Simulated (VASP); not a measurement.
# AgCl: accuracy against cost in the SCF solver and SCF threshold, part 3 of 3

Aim: find what the SCF solver and SCF threshold change for AgCl, and what they cost. The series runs use LDA. The atoms of the start are displaced at random from the sites of a Fm-3m cell.

VASP 6.6.1; LDA; plane waves and PAW (Ag, Cl).

Still holding for the runs below: Spin-orbit coupling is off here; it would split degenerate levels.

So far. Step 12 (SCF threshold: EDIFF = 0.001): Against the run before the energy moves by +1.17 meV an atom and the pressure by -0.27 GPa, after 9 cycles in 19 s. Step 13 (SCF threshold: EDIFF = 1E-04): Against the run before the energy moves by -0.01 meV an atom and the pressure by -0.09 GPa, after 10 cycles in 23 s.

## (14) SCF threshold: EDIFF = 1E-05 (continued)

Parts of OUTCAR (step 14):

```text
  Total       -1.4925914     -1.4906840     -1.4777948      0.0010694     -0.0023460      0.0018408
  in kB      -56.0957905    -56.0241026    -55.5396907      0.0401914     -0.0881688      0.0691840
  external PRESSURE =     -55.8865279 kB  Pullay stress =       0.0000000 kB

 POSITION                                       TOTAL-FORCE (eV/Angst)
 -----------------------------------------------------------------------------------
      5.53660      2.77755      2.77050         0.009824     -0.012672     -0.024348
      2.78068      2.75618      2.73047        -0.009824      0.012672      0.024348
 -----------------------------------------------------------------------------------
    total drift:                               -0.000240      0.000221     -0.000021

  FREE ENERGIE OF THE ION-ELECTRON SYSTEM (eV)
  ---------------------------------------------------
  free  energy   TOTEN  =        -6.7704851623 eV

  energy  without entropy=       -6.7704590794  energy(sigma->0) =       -6.77047212

[... 2 parts as in an earlier step ...]

[... 1 further part left out ...]
[key lines of the parts left out:]
E-fermi :   3.9290
```

Against the run before the energy stays within 0.01 meV an atom and the pressure within 0.01 GPa, after 11 cycles in 24 s.

## (15) SCF threshold: EDIFF = 1E-06

Input file INCAR:

```
SYSTEM = AgCl
PREC = Accurate
ENCUT = 400
EDIFF = 1E-06
NELM = 100
ISMEAR = -1
SIGMA = 0.05
LREAL = .FALSE.
ALGO = Normal
GGA = CA
NBANDS = 15
LORBIT = 11
LWAVE = .FALSE.
LCHARG = .FALSE.
KPAR = 2
ISIF = 2
```

Input file POSCAR:

```
AgCl
1.0
    0.0000000000      2.7726629968      2.7726629968
    2.7726629968      0.0000000000      2.7726629968
    2.7726629968      2.7726629968      0.0000000000
Ag Cl
1 1
Direct
    0.0020650000     -0.0028460000     -0.0003020000
    0.4879730000      0.4968090000      0.5060830000
```

Input file KPOINTS:

```
Automatic mesh
0
Gamma
8 8 8
0 0 0
```

The projector-augmented-wave data sets are Ag and Cl (PBE family, release 64).

Started as:

```console
> mpirun -np 2 vasp_std
```

What it wrote:

```text
[... set-up lines as in an earlier step ...]
 entering main loop
       N       E                     dE             d eps       ncg     rms          rms(c)
[... 11 cycles as in an earlier step ...]
   1 F= -.67704852E+01 E0= -.67704721E+01  d E =-.260828E-04
```

Elapsed: 25 s, on 2 MPI ranks of Intel Xeon 6975P-C (Granite Rapids), shared host; peak memory 0.43 GiB.

From OUTCAR (step 15):

```text
[... 6 parts as in an earlier step ...]

[... 1 further part left out ...]
[key lines of the parts left out:]
E-fermi :   3.9290
```

Against the run before the energy stays within 0.01 meV an atom and the pressure within 0.01 GPa, after 11 cycles in 25 s.

## (16) SCF threshold: EDIFF = 1E-08

Edit INCAR of step 15 so:

```diff
@@ -3,3 +3,3 @@
 ENCUT = 400
-EDIFF = 1E-06
+EDIFF = 1E-08
 NELM = 100
```

POSCAR is that of step 15.

KPOINTS is that of step 15.

Started as:

```console
> mpirun -np 2 vasp_std
```

What it wrote:

```text
[... set-up lines as in an earlier step ...]
 entering main loop
       N       E                     dE             d eps       ncg     rms          rms(c)
[... 10 cycles as in an earlier step ...]
DAV:  11    -0.677048517370E+01    0.71034E-06   -0.16710E-06 10390   0.160E-02    0.782E-03
DAV:  12    -0.677048512900E+01    0.44696E-07   -0.42804E-07  9326   0.448E-03    0.331E-03
DAV:  13    -0.677048512585E+01    0.31512E-08   -0.68993E-08 10417   0.357E-03
   1 F= -.67704851E+01 E0= -.67704721E+01  d E =-.260555E-04
```

Wall time 29 s (2 MPI ranks); peak memory 0.43 GiB; 56 s of CPU time.

Parts of OUTCAR (step 16):

```text
  Total       -1.4864994     -1.4845824     -1.4716935      0.0010721     -0.0023532      0.0018523
  in kB      -55.8668344    -55.7947891    -55.3103862      0.0402931     -0.0884414      0.0696134
  external PRESSURE =     -55.6573366 kB  Pullay stress =       0.0000000 kB

 POSITION                                       TOTAL-FORCE (eV/Angst)
 -----------------------------------------------------------------------------------
      5.53660      2.77755      2.77050         0.009826     -0.012676     -0.024355
      2.78068      2.75618      2.73047        -0.009826      0.012676      0.024355
 -----------------------------------------------------------------------------------
    total drift:                               -0.000228      0.000210     -0.000049

  FREE ENERGIE OF THE ION-ELECTRON SYSTEM (eV)
  ---------------------------------------------------
  free  energy   TOTEN  =        -6.7704851259 eV

  energy  without entropy=       -6.7704590703  energy(sigma->0) =       -6.77047210

[... 2 parts as in an earlier step ...]

[... 1 further part left out ...]
[key lines of the parts left out:]
E-fermi :   3.9289
```

Against the run before the energy stays within 0.01 meV an atom; the pressure moves by +0.02 GPa, after 13 cycles in 29 s.

## (17) The SCF threshold series as a table

This step: convergence of LDA results with the threshold; plane waves and PAW (VASP 6.6.1).

This step runs nothing: it gathers the runs above.

Differences are taken from the run with EDIFF = 1E-08. Results of the series, by row:

```
      setting     status  energy less the reference (meV/atom)  pressure (GPa)  largest force difference (meV/Å)  gap (eV)  SCF cycles  wall time (s)
 EDIFF = 0.01  converged                                -1.166          -5.236                             1.493    0.6171           7             16
EDIFF = 0.001  converged                              0.006555          -5.502                             0.243    0.6233           9           18.8
EDIFF = 1E-04  converged                              -1.40e-4           -5.59                             0.069     0.623          10             23
EDIFF = 1E-05  converged                              -1.00e-5          -5.589                             0.007    0.6235          11             24
EDIFF = 1E-06  converged                              -1.50e-5          -5.588                             0.003    0.6235          11             25
EDIFF = 1E-08  converged                                     0          -5.566                                 0    0.6236          13             29
```

## (18) Results

```
fewest SCF cycles                                                             : ALGO = Normal (11)
most SCF cycles among converged runs                                          : IMIX = 1, AMIX = 0.2 (26)
spread of the pressure over the SCF solver                                    : 0.0595 GPa
spread of the energy over the SCF solver                                      : 5.5e-4 meV/atom
SCF threshold from which the energy stays within 10 meV/atom of the reference : EDIFF = 0.01
SCF threshold from which the energy stays within 1 meV/atom of the reference  : EDIFF = 0.001
SCF threshold from which the pressure stays within 0.2 GPa of the reference   : EDIFF = 0.001
spread of the pressure over the SCF threshold                                 : 0.354 GPa
spread of the energy over the SCF threshold                                   : 1.17 meV/atom
```

**Reading.** All SCF solvers that converged agree within 0.05 meV an atom. No setting beats the 23 s of ALGO = Normal by a fifth or more; the slowest converged run is IMIX = 1, AMIX = 0.2, at 50 s. On a shared host such times are rough. From EDIFF = 0.001 on, the energy stays within 1 meV an atom of the reference, at 65 % of its time. The pressure holds within 0.2 GPa from EDIFF = 0.001 on. The loosest stop saves 6 of 13 cycles and costs -1.2 meV an atom, +0.33 GPa, 1.5 meV/Å in forces.

[Lines on the potential files, build, host, timing and source positions are cut from VASP's logs without a mark.]

[Logs are printed without paths, hosts, clocks, repeated set-up lines and the standing remarks that a program may print on its own settings, such as how far it seeks lower states.]

[Hosts, paths, dates, database ids (printed as entryN), source tags and the programs' standing remarks are cut or masked in the printed files.]

[A measured line is paired with the nearest computed mode of its activity, which favours agreement.]
